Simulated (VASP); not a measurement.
A run of VASP 6.6.1:

The input INCAR:

```
SYSTEM = SnF4
  PREC = Accurate
  ENCUT = 520
  EDIFF = 1E-6
  ISMEAR = 0
  SIGMA = 0.05
  LREAL = .FALSE.
  LASPH = .TRUE.
  NELM = 100
  ALGO = Normal
  ISIF = 2
  LWAVE = .FALSE.
  LCHARG = .TRUE.
  GGA = PS
  LELF = .TRUE.
  LVHAR = .TRUE.
  NBANDS = 29
```

File KPOINTS:

```
regular mesh
0
G
  8 8 8
  0 0 0
```

File POSCAR:

```
SnF4
1.0
   -2.0250000000      2.0250000000      3.9650000000
    2.0250000000     -2.0250000000      3.9650000000
    2.0250000000      2.0250000000     -3.9650000000
Sn F
1 4
Direct
    0.0394073140      0.0394073140      0.0000000000
    0.2370000000      0.2370000000      0.0000000000
    0.7630000000      0.7630000000      0.0000000000
    0.5000000000      0.0000000000      0.5000000000
    0.0000000000      0.5000000000      0.5000000000
```

Potentials or basis: VASP PAW PBE potentials, release 64 (Sn_d, F).

The run is started by

```sh
$ cat potpaw_PBE.64/Sn_d/POTCAR potpaw_PBE.64/F/POTCAR > POTCAR
$ mpirun -np 1 vasp_std > vasp.out
```

Hardware: 1 thread of Intel(R) Xeon(R) Platinum 8488C (Sapphire Rapids) (shared host).

Q: How long does it take, and how much memory?

A: Wall time 82 s on 1 thread of Intel(R) Xeon(R) Platinum 8488C (Sapphire Rapids) (shared host), peak memory 0.24 GiB. Counts: scf iterations 14, k points 59.
